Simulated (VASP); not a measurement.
Crystal: In2WSe3.

```
In W Se
1.0
     7.37000    0.00000    0.00000
    -3.68500    6.38261    0.00000
     0.00000    0.00000    6.20000
In W Se
4 2 6
Direct
  0.33333 0.66667 0.00000
  0.33333 0.66667 0.50000
  0.66667 0.33333 0.50000
  0.66667 0.33333 0.00000
  0.00000 0.00000 0.00000
  0.00000 0.00000 0.50000
  0.72500 0.00000 0.75000
  0.00000 0.27500 0.25000
  0.27500 0.00000 0.25000
  0.72500 0.72500 0.25000
  0.27500 0.27500 0.75000
  0.00000 0.72500 0.75000
```

The cell was built by a generator and needn't be a form met in nature.

| Item | Value |
| --- | --- |
| Program | VASP 6.6.1 |
| Task | relaxation of cell and atoms |
| Functional | PBE |
| Potentials or basis | VASP PAW PBE potentials, release 64 (In_d, W_sv, Se) |
| Cutoff | 520 eV |
| k mesh | 2 × 2 × 3 |
| Occupations | gaussian, width 0.15 eV |
| Spin | no spin polarisation |

At the start: pressure 4.0 GPa; volume 24.30 Å³/atom.

Problem. Where does the relaxation end?

Solution. Over 6 steps the energy falls by 17.8 meV/atom and the volume is 25.90 Å³/atom (+6.6 %); space group P6_3/mcm (No. 193, to 0.05 Å).

Step by step:
| step | energy change (eV) | largest force (eV/Å) | pressure (GPa) | volume (Å³) |
| --- | --- | --- | --- | --- |
| 1 | 0.0000 | 0.5299 | 3.99 | 291.65 |
| 2 | -0.0778 | 0.5897 | -2.45 | 317.97 |
| 3 | -0.1965 | 0.1487 | 0.22 | 305.93 |
| 4 | -0.1965 | 0.1565 | 0.11 | 306.25 |
| 5 | -0.2028 | 0.1366 | 0.10 | 307.40 |
| 6 | -0.2141 | 0.0680 | -0.17 | 310.85 |

Final structure:
```xyz
12
Lattice="7.5107 0.0000 0.0000 -3.7553 6.5044 0.0000 0.0000 0.0000 6.3630" Properties=species:S:1:pos:R:3 pbc="T T T"
In    0.0000    4.3363    0.0000
In    0.0000    4.3363    3.1815
In    3.7553    2.1681    3.1815
In    3.7553    2.1681    0.0000
W     0.0000    0.0000    0.0000
W     0.0000    0.0000    3.1815
Se    5.4563    0.0000    4.7723
Se   -1.0272    1.7791    1.5908
Se    2.0544    0.0000    1.5908
Se    2.7282    4.7253    1.5908
Se    1.0272    1.7791    4.7723
Se    4.7825    4.7253    4.7723
```

Caveat: the k mesh is coarse (spacing up to 0.49 Å⁻¹), so the values aren't converged.
